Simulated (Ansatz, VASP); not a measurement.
# Ba7Al24Si25O93 (glassy 57SiO2-27Al2O3-16BaO (mol %)): VASP beside Ansatz

One calculation is typed for both programs; each brings its own data sets and cutoff. How far apart do they land? The structure shown is the end of the Ansatz relaxation below.

Calculated with Ansatz 0.2.0; plane waves, with VASP 6.6.1 beside it; single point at PBEsol.

## (1) The starting structure

The cell holds 149 atoms: 25 Si, 24 Al, 7 Ba and 93 O. Cell: a = 11.600 Å, b = 11.891 Å, c = 12.092 Å, α = 89.8°, β = 89.6°, γ = 90.6°. As first built, before any earlier steps moved the atoms (in the runner's words): 149 atoms (25 Si, 24 Al, 7 Ba, 93 O) placed at random at 3.64 g/cm^3, melted at 4000 K for 10 ps at fixed volume with the Morse and Coulomb pair potential with partial charges (Pedone, Malavasi, Menziani, Cormack and Segre, J. Phys. Chem. B 110, 11780 (2006)). Quenched from 4000 K to 300 K at 25 K/ps and fixed volume, held 5 ps.

## (2) Ansatz: relaxation, PBEsol

Ansatz runs on its default PAW (the set named soft_2) files.

This run makes the geometry at which the two programs are then compared.

Input file input.yaml:

```yaml
crystal:
  lattice:
    - [11.59947, -0.06644, 0.03819]
    - [-0.06644, 11.89108, 0.0204]
    - [0.03819, 0.0204, 12.09192]
  atoms:
    - { symbol: Si, position: [0.77349, 0.2245, 0.92572] }
    - { symbol: Si, position: [0.17487, 0.38762, 0.3916] }
    - { symbol: Si, position: [0.70252, 0.06873, 0.25467] }
    - { symbol: Si, position: [0.48017, 0.93698, 0.33045] }
    - { symbol: Si, position: [0.32389, 0.27566, 0.07029] }
    - { symbol: Si, position: [0.85353, 0.86812, 0.20613] }
    - { symbol: Si, position: [0.08797, 0.16999, 0.27955] }
    - { symbol: Si, position: [0.01031, 0.94303, 0.75133] }
    - { symbol: Si, position: [0.67875, 0.42009, 0.61498] }
    - { symbol: Si, position: [0.17711, 0.53269, 0.82664] }
    - { symbol: Si, position: [0.13534, 0.44745, 0.06395] }
    - { symbol: Si, position: [0.27471, 0.03163, 0.18566] }
    - { symbol: Si, position: [0.24001, 0.64324, 0.19835] }
    - { symbol: Si, position: [0.44558, 0.0492, 0.56216] }
    - { symbol: Si, position: [0.87167, 0.57367, 0.86132] }
    - { symbol: Si, position: [0.18797, 0.10919, 0.63231] }
    - { symbol: Si, position: [0.79465, 0.63767, 0.28213] }
    - { symbol: Si, position: [0.57478, 0.7868, 0.07215] }
    - { symbol: Si, position: [0.81522, 0.28698, 0.35793] }
    - { symbol: Si, position: [0.3276, 0.81993, 0.0298] }
    - { symbol: Si, position: [0.9719, 0.8135, 0.53992] }
    - { symbol: Si, position: [0.01394, 0.2715, 0.53878] }
    - { symbol: Si, position: [0.37432, 0.64015, 0.53395] }
    - { symbol: Si, position: [0.41694, 0.52108, 0.90345] }
    - { symbol: Si, position: [0.49455, 0.92768, 0.79547] }
    - { symbol: Al, position: [0.13363, 0.50296, 0.58837] }
    - { symbol: Al, position: [0.90856, 0.03357, 0.44375] }
    - { symbol: Al, position: [0.95202, 0.29184, 0.12637] }
    - { symbol: Al, position: [0.61859, 0.04174, 0.01137] }
    - { symbol: Al, position: [0.50105, 0.25109, 0.89104] }
[... 113 atom lines left out ...]
    - { symbol: O, position: [0.12057, 0.65254, 0.82413] }
    - { symbol: O, position: [0.06035, 0.79268, 0.05541] }
    - { symbol: O, position: [0.84802, 0.25698, 0.02976] }
    - { symbol: O, position: [0.07023, 0.74476, 0.47947] }
    - { symbol: O, position: [0.15734, 0.46399, 0.93612] }
    - { symbol: O, position: [0.64293, 0.44961, 0.73715] }
kpoints:
  mp_grid: { grid: [1, 1, 1] }
hamiltonian:
  xc: pbesol
scf:
  occupations: { method: fixed }
output:
  forces: true
  eigenvalues: true
  stress: true
relax:
  f_tol: 0.05
  max_steps: 70
```

The run is started by

```bash
$ ansatz run input.yaml --threads 4 --pin off --max-ram 8192MiB --backend cpu --events-out ev --progress --plain --runs-dir out
```

Numbers of over 12 decimals in the logs are rounded to 6 here.

Log:

```text
Warning: output.stress: scf.convergence.dr2_threshold = 1e-7 eV (the SCF's general default) is looser than the 1.08e-8 eV advised for a printed stress (1e-10 eV for each atom of the cell: 149, of which 108 are counted). What an SCF threshold leaves in a stress goes as its square root, and in the free energy as the threshold itself, and one threshold admits the most on a small cell: [figures from the program's tests c [...]
Engine: ansatz 0.2.0, x86_64-unknown-linux-gnu
Pseudopotentials: kind: paw
Pseudopotential: Si, paw, valence charge 4, recommended cutoff 420 eV (normal), Si.paw.azcp
Pseudopotential: Al, paw, valence charge 3, recommended cutoff 420 eV (normal), Al.paw.azcp
Pseudopotential: Ba, paw, valence charge 10, recommended cutoff 420 eV (normal), Ba.paw.azcp
Pseudopotential: O, paw, valence charge 6, recommended cutoff 420 eV (normal), O.paw.azcp
Functional definition: PBEsol
  exchange = pbesol_x
  correlation = pbesol_c
Crystal: 149 atoms, lattice volume = 1667.766 Å³
Basis set: ecut = 420 eV, 32611 PW (Γ), exchange–correlation on 160×160×162 points (8 copies of the dense FFT grid, shifted against one another)
Bands: 549, of which v1, the nominal top of the filled ones, is band 400 counted from 1 (399 counted from 0)
Symmetry: 1 space group operations
Space group: P1 (ITA 1), of the structure as read, at distance tolerance 1.2e-4 Å
k-points: 1
Non-local potential: Si, projectors of the file, l = 0: 2, l = 1: 2, l = 2: 2
Non-local potential: Al, projectors of the file, l = 0: 2, l = 1: 2, l = 2: 1
Non-local potential: Ba, projectors of the file, l = 0: 3, l = 1: 2, l = 2: 2, l = 3: 2
Non-local potential: O, projectors of the file, l = 0: 2, l = 1: 2, l = 2: 1
PAW form: soft (Blöchl's): semilocal exchange-correlation on the pseudo side does not see the compensation charge
PAW frozen core: Si, regenerated for the run's functional, and the local potential with it (the file was generated under x = pbe(κ = 0.804, μ = 0.219515), c = pbe(β = 0.066725))
PAW frozen core: Al, regenerated for the run's functional, and the local potential with it (the file was generated under x = pbe(κ = 0.804, μ = 0.219515), c = pbe(β = 0.066725))
PAW frozen core: Ba, regenerated for the run's functional, and the local potential with it (the file was generated under x = pbe(κ = 0.804, μ = 0.219515), c = pbe(β = 0.066725))
PAW frozen core: O, regenerated for the run's functional, and the local potential with it (the file was generated under x = pbe(κ = 0.804, μ = 0.219515), c = pbe(β = 0.066725))
PAW one-centre angular grid: Si, 110 points (default); XC on 64 Gauss nodes
PAW one-centre angular grid: Al, 110 points (default); XC on 64 Gauss nodes
PAW one-centre angular grid: Ba, 194 points (default); XC on 64 Gauss nodes
PAW one-centre angular grid: O, 110 points (default); XC on 64 Gauss nodes
Initial density: superposition of atomic densities (neutral atoms: chi_scale 0, normalization atom), corrected by the library's trained network
Initial wavefunctions: pseudopotential atomic-orbital guess
Functional: x = pbesol(κ = 0.804, μ = 0.123457), c = pbesol(β = 0.046)
SCF iter   1: F=—  HF=-121509.455640 eV  |F-HF|=—  |Δ(HF+E_count)|=         —  Δρ=1.30e-2  dr2=2.22e0  ethr=1.77e-3  ⟨swp⟩=6.0  Hψ=2196  notcnv=0  defer=147
preconditioner: auto → Resta (q_TF=auto, 2.414 Å⁻¹)  ε∞=3.5  [insulator: Δε(μ)=4.434 eV  Ē_g=16.259 eV  n_scr=406 (ndim 8)  ℏωp=25.7 eV  f_vac=0.033  ε∞_Penn≈3.5]
SCF iter   2: F=—  HF=-121508.748736 eV  |F-HF|=—  |Δ(HF+E_count)|=   7.07e-1  Δρ=2.09e-3  dr2=4.80e-2  ethr=2.78e-4  ⟨swp⟩=2.0  Hψ=908  notcnv=0  defer=147
SCF iter   3: F=—  HF=-121508.751220 eV  |F-HF|=—  |Δ(HF+E_count)|=   2.48e-3  Δρ=1.06e-3  dr2=1.67e-2  ethr=5.99e-6  ⟨swp⟩=2.0  Hψ=716  notcnv=0  defer=147
SCF iter   4: F=—  HF=-121508.752631 eV  |F-HF|=—  |Δ(HF+E_count)|=   1.41e-3  Δρ=4.91e-4  dr2=3.14e-3  ethr=2.08e-6  ⟨swp⟩=2.0  Hψ=721  notcnv=0  defer=147
[...]
- { symbol: Al, position: [0.098499, 0.820538, 0.189686] }
    - { symbol: Al, position: [0.828164, 0.787489, 0.972304] }
    - { symbol: Al, position: [0.799994, 0.778830, 0.709950] }
    - { symbol: Al, position: [0.590545, 0.179707, 0.646008] }
    - { symbol: Al, position: [0.347589, 0.051492, 0.960717] }
    - { symbol: Al, position: [0.199786, 0.203508, 0.858748] }
    - { symbol: Al, position: [0.739677, 0.019059, 0.571526] }
    - { symbol: Ba, position: [0.259102, 0.811451, 0.723427] }
    - { symbol: Ba, position: [0.219076, 0.894375, 0.417748] }
    - { symbol: Ba, position: [0.453008, 0.229798, 0.344626] }
    - { symbol: Ba, position: [0.00742726, 0.034293, 0.00684524] }
    - { symbol: Ba, position: [0.632515, 0.792692, 0.494314] }
    - { symbol: Ba, position: [0.376676, 0.372440, 0.647443] }
    - { symbol: Ba, position: [0.678273, 0.339924, 0.156371] }
    - { symbol: O, position: [0.585584, 0.486061, 0.042316] }
    - { symbol: O, position: [0.606562, 0.955449, 0.866727] }
    - { symbol: O, position: [0.471526, 0.602453, 0.432011] }
    - { symbol: O, position: [0.240769, 0.769685, 0.933606] }
    - { symbol: O, position: [0.163228, 0.955307, 0.201407] }
    - { symbol: O, position: [0.264664, 0.553447, 0.554348] }
    - { symbol: O, position: [0.360124, 0.586354, 0.235906] }
    - { symbol: O, position: [0.230791, 0.201765, 0.715642] }
    - { symbol: O, position: [0.478679, 0.991428, 0.677365] }
    - { symbol: O, position: [0.294508, 0.036341, 0.571854] }
    - { symbol: O, position: [0.765243, 0.776382, 0.256039] }
    - { symbol: O, position: [0.737903, 0.173038, 0.345546] }
    - { symbol: O, position: [0.481204, 0.793330, 0.757542] }
    - { symbol: O, position: [0.676074, 0.618691, 0.364041] }
    - { symbol: O, position: [0.441932, 0.959126, 0.451457] }
    - { symbol: O, position: [0.00304398, 0.551917, 0.540997] }
    - { symbol: O, position: [0.325006, 0.264800, 0.932937] }
    - { symbol: O, position: [0.532315, 0.596947, 0.866590] }
    - { symbol: O, position: [0.866173, 0.111718, 0.560928] }
    - { symbol: O, position: [0.146206, 0.515741, 0.359596] }
    - { symbol: O, position: [0.744115, 0.088279, 0.935535] }
    - { symbol: O, position: [0.847122, 0.882592, 0.076483] }
    - { symbol: O, position: [0.709881, 0.282009, 0.614068] }
    - { symbol: O, position: [0.213140, 0.352058, 0.112686] }
[...]
- { symbol: O, position: [0.344964, 0.760787, 0.531239] }
    - { symbol: O, position: [0.432882, 0.331429, 0.127156] }
    - { symbol: O, position: [0.109754, 0.652720, 0.814328] }
    - { symbol: O, position: [0.054832, 0.799411, 0.058657] }
    - { symbol: O, position: [0.848464, 0.251508, 0.033230] }
    - { symbol: O, position: [0.078177, 0.739314, 0.494425] }
    - { symbol: O, position: [0.160740, 0.465695, 0.937836] }
    - { symbol: O, position: [0.647928, 0.451998, 0.740049] }
```

## (3) VASP: single point, PBEsol

The same cell, functional and mesh now go to VASP, with its own data sets and cutoff.

Lines of VASP's logs that name or quote its potential files are left out, and so is its time.

Input file INCAR:

```
SYSTEM = Ba7Al24Si25O93
PREC = Accurate
ENCUT = 520
EDIFF = 1E-05
NELM = 100
ISMEAR = 0
SIGMA = 0.01
LREAL = Auto
ALGO = Fast
GGA = PS
NBANDS = 504
LORBIT = 11
LWAVE = .FALSE.
LCHARG = .FALSE.
ISIF = 2
```

Input file POSCAR:

```
Ba7Al24Si25O93
1.0
   11.5994700000     -0.0664400000      0.0381900000
   -0.0664400000     11.8910800000      0.0204000000
    0.0381900000      0.0204000000     12.0919200000
Si Al Ba O
25 24 7 93
Direct
    0.7716200000      0.2241400000      0.9270300000
    0.1867300000      0.3908100000      0.3897600000
    0.7041500000      0.0723400000      0.2572900000
    0.4849100000      0.9318900000      0.3243300000
    0.3189600000      0.2777300000      0.0700400000
    0.8529000000      0.8743100000      0.2107400000
    0.0965400000      0.1725500000      0.2799200000
    0.0050300000      0.9464400000      0.7524400000
    0.6737600000      0.4164100000      0.6149900000
    0.1737000000      0.5345100000      0.8255800000
    0.1310000000      0.4530300000      0.0668000000
    0.2772400000      0.0340300000      0.1862200000
    0.2374200000      0.6420800000      0.2079100000
    0.4481200000      0.0477700000      0.5574700000
    0.8753200000      0.5749300000      0.8605100000
    0.1901800000      0.1047400000      0.6306200000
    0.7907200000      0.6413700000      0.2831200000
    0.5720400000      0.7862700000      0.0694400000
    0.8144600000      0.2928000000      0.3631500000
    0.3218500000      0.8143200000      0.0296000000
    0.9716300000      0.8150700000      0.5369000000
    0.0211400000      0.2698600000      0.5368900000
    0.3818600000      0.6319600000      0.5357400000
    0.4140300000      0.5276400000      0.9033200000
    0.4944800000      0.9225800000      0.7929800000
    0.1303300000      0.5017100000      0.5910700000
    0.9145600000      0.0313500000      0.4396000000
    0.9549800000      0.2926500000      0.1274700000
    0.6133500000      0.0398800000      0.0135500000
    0.4956500000      0.2529800000      0.8915600000
[... 113 atom lines left out ...]
    0.1097500000      0.6527200000      0.8143300000
    0.0548300000      0.7994100000      0.0586600000
    0.8484600000      0.2515100000      0.0332300000
    0.0781800000      0.7393100000      0.4944200000
    0.1607400000      0.4657000000      0.9378400000
    0.6479300000      0.4520000000      0.7400500000
```

Input file KPOINTS:

```
Automatic mesh
0
Gamma
1 1 1
0 0 0
```

The projector-augmented-wave data sets are Si, Al, Ba_sv and O (PBE family, release 64).

The run is started by

```bash
$ export OMP_NUM_THREADS=5
$ mpirun -np 1 vasp_gam
```

Log:

```text
[banner, memory and clock lines left out]
running    1 mpi-ranks, on    1 nodes
[...]
Offloading initialized ...    1 GPUs detected
[...]
|                                                                             |
|               ----> ADVICE to this user running VASP <----                  |
|                                                                             |
|     You enforced a specific xc type in the INCAR file but a different       |
|     [... a line on the potential file left out ...]
|     I HOPE YOU KNOW WHAT YOU ARE DOING!                                     |
|                                                                             |

 LDA part: xc-table for (Slater+PW92), standard interpolation
 POSCAR, INCAR and KPOINTS ok, starting setup
[...]
entering main loop
       N       E                     dE             d eps       ncg     rms          rms(c)
DAV:   1     0.731749491556E+04    0.73175E+04   -0.48120E+05  1008   0.159E+03
DAV:   2    -0.670016084745E+03   -0.79875E+04   -0.76995E+04  1248   0.383E+02
DAV:   3    -0.128867433297E+04   -0.61866E+03   -0.61424E+03  1192   0.112E+02
DAV:   4    -0.130522869642E+04   -0.16554E+02   -0.16492E+02  1248   0.178E+01
[...]
RMM:  17    -0.116481505778E+04   -0.17676E-04   -0.19696E-04  1642   0.121E-02    0.106E-02
RMM:  18    -0.116481506766E+04   -0.98739E-05   -0.10311E-04  1476   0.797E-03    0.727E-03
RMM:  19    -0.116481507066E+04   -0.29973E-05   -0.44104E-05  1144   0.541E-03
   1 F= -.11648151E+04 E0= -.11648151E+04  d E =-.491094E-83
```

Parts of OUTCAR (step 3):

```text
  Total       60.8358481     75.4479604     69.6712867      0.4228499      0.0979027      0.7856553
  in kB       58.4433547     72.4808159     66.9313216      0.4062205      0.0940525      0.7547578
  external PRESSURE =      65.9518307 kB  Pullay stress =       0.0000000 kB

  FREE ENERGIE OF THE ION-ELECTRON SYSTEM (eV)
  ---------------------------------------------------
  free  energy   TOTEN  =     -1164.8150706559 eV

  energy  without entropy=    -1164.8150706559  energy(sigma->0) =    -1164.81507066

[... 3 further parts left out ...]
[key lines of the parts left out:]
E-fermi :   3.9507
```

The run ends at a pressure of 6.60 GPa, with forces up to 0.38 eV/Å.

## (4) Comparison

Known differences besides the potentials themselves: fixed occupations in Ansatz, narrow Gaussian smearing in VASP; the cutoff is 420 eV in Ansatz and 520 eV in VASP (PREC = Accurate, projectors in real space); Ansatz makes its cores anew for this functional, VASP keeps those of its PBE data sets; VASP leaves aspherical gradient terms in its spheres out (LASPH is not set), Ansatz keeps them. Total energies have different zeros and are not compared.

The two programs side by side:

| quantity | Ansatz | VASP | difference |
| --- | --- | --- | --- |
| pressure (GPa) | 5.74 | 6.60 | -0.85 |
| gap on the k mesh (eV) | 4.282 | 4.260 | +0.022 |

Forces on 7 of the 149 atoms, those with the largest forces and the largest differences (eV/Å; atoms numbered as in POSCAR):

| atom | Ansatz x, y, z | VASP x, y, z |
| --- | --- | --- |
| Ba50 | -0.006, 0.010, -0.006 | -0.125, 0.037, -0.076 |
| Ba52 | 0.008, -0.020, -0.022 | 0.242, -0.202, -0.212 |
| Ba54 | 0.004, -0.001, -0.004 | -0.140, 0.019, -0.081 |
| O57 | -0.004, -0.007, 0.012 | -0.106, 0.103, -0.100 |
| O89 | -0.018, -0.005, 0.004 | -0.116, 0.188, 0.110 |
| O107 | 0.000, -0.007, -0.004 | 0.137, -0.022, -0.023 |
| O134 | 0.007, -0.003, 0.024 | 0.059, -0.070, 0.125 |

The forces differ by 47 meV/Å r.m.s., where the r.m.s. force is 0.011 eV/Å in Ansatz and 0.048 eV/Å in VASP: the cell lies near the minimum of Ansatz, so a percentage would say little (all taken over all components). A gap on the mesh is an upper bound, since the band edges may lie between its points.

## (5) Results

* r.m.s. force difference (single point, PBEsol): 47 meV/Å
* difference in pressure (single point, PBEsol): -0.85 GPa

**Reading.** The r.m.s. force difference is 47 meV/Å (single point, PBEsol), beyond the 12 meV/Å picked in this series as the mark of a large difference. What causes the difference of the single point, PBEsol pair stays open here. Such differences can come from data sets, numerical settings and the points named under the comparisons, not from the functional's error against experiment.

[Lines on the potential files, build, host, timing and source positions are cut from VASP's logs without a mark.]

[Logs are printed without paths, hosts, clocks, repeated set-up lines and the standing remarks that a program may print on its own settings, such as how far it seeks lower states.]

[Hosts, paths, dates, database ids (printed as entryN), source tags and the programs' standing remarks are cut or masked in the printed files.]
